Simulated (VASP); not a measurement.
Input:

```
CELL_PARAMETERS angstrom
      5.21956     0.00000     0.00000
     -2.60978     4.52028     0.00000
      0.00000     0.00000     4.29264
ATOMIC_POSITIONS crystal
  Ir 0.33333 0.66667 0.00000
  Ir 0.66667 0.33333 0.00000
  Ir 0.50000 0.00000 0.50000
  Ir 0.50000 0.50000 0.50000
  Ir 0.00000 0.50000 0.50000
  Ce 0.00000 0.00000 0.00000
```

Computed with LDA (Ceperley-Alder, Perdew-Zunger), VASP's LDA PAW potentials (set 64) (plane waves; VASP). Settings: 400 eV cut-off, 8×8×8 Γ-centred mesh, tetrahedra with Blöchl corrections, potentials Ir Ce.

The cores are frozen, which limits the accuracy of field gradients.

Q: Give the principal components of the electric field gradient (V/Å²) and the asymmetry η at each nucleus.

A: 
| atom | Vxx | Vyy | Vzz | η |
|---|---|---|---|---|
| Ir1 | 162.3 | 162.3 | -324.7 | 0.00 |
| Ir2 | 162.3 | 162.3 | -324.7 | 0.00 |
| Ir3 | -290.5 | -14.0 | 304.6 | 0.91 |
| Ir4 | -290.5 | -14.0 | 304.6 | 0.91 |
| Ir5 | -290.5 | -14.0 | 304.6 | 0.91 |
| Ce6 | -78.7 | -78.7 | 157.4 | 0.00 |

The structure comes from a measured CeIr5 entry (P6/mmm) of the Crystallography Open Database, whose conditions weren't checked. It was relaxed first. The run is not spin-polarised, so no magnetic state was tried.
